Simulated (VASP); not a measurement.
Input for VASP

File POSCAR:
```
Pd
3.890
  0.0000000000   0.5000000000   0.5000000000
  0.5000000000   0.0000000000   0.5000000000
  0.5000000000   0.5000000000   0.0000000000
Pd
1
Cartesian
  0.0000000000   0.0000000000   0.0000000000
```

KPOINTS:
```
kpoints
0
G
 14 14 14
```

INCAR:
```
SYSTEM = Pd
PREC = Accurate; ENCUT = 400; LREAL = .FALSE.
LASPH = .TRUE.
EDIFF = 1E-6; NELM = 100; ALGO = Normal
LMAXMIX = 4
ISMEAR = 0; SIGMA = 0.02
GGA = PE
ISIF = 2
LWAVE = .FALSE.; LCHARG = .FALSE.
```

POTCAR, in this order: Pd (PBE.64 set). Program: vasp_std.

**Question.** Translate this PBE calculation to Ansatz.

**Answer.** One equivalent input (not run):
Ansatz 0.2 input:
```yaml
crystal:
  lattice:
    - [0.0000000, 1.9450000, 1.9450000]
    - [1.9450000, 0.0000000, 1.9450000]
    - [1.9450000, 1.9450000, 0.0000000]
  atoms:
    - { symbol: Pd, position: [0.0000000, 0.0000000, 0.0000000] }
kpoints:
  mp_grid: { grid: [14, 14, 14] }
hamiltonian:
  xc: pbe
  pseudopotentials: { kind: paw }
scf:
  occupations: { method: gaussian, width: 0.02 }
  max_iter: 100
output: { forces: true, stress: true, eigenvalues: true }
```
The two are equivalent in intent, not identical: each code has its own PAW files, so the cut-off isn't converted (ENCUT is set for VASP's; basis.ecutwfc is left out, and Ansatz then takes the one that its files recommend); Ansatz stops its SCF on the density residual and VASP on the energy change (EDIFF).

The compound is Pd in the fcc structure. The cell was not relaxed at this level. The run is one of a series of settings (ISMEAR = 0, SIGMA = 0.02 against the base run), some of them coarse on purpose.
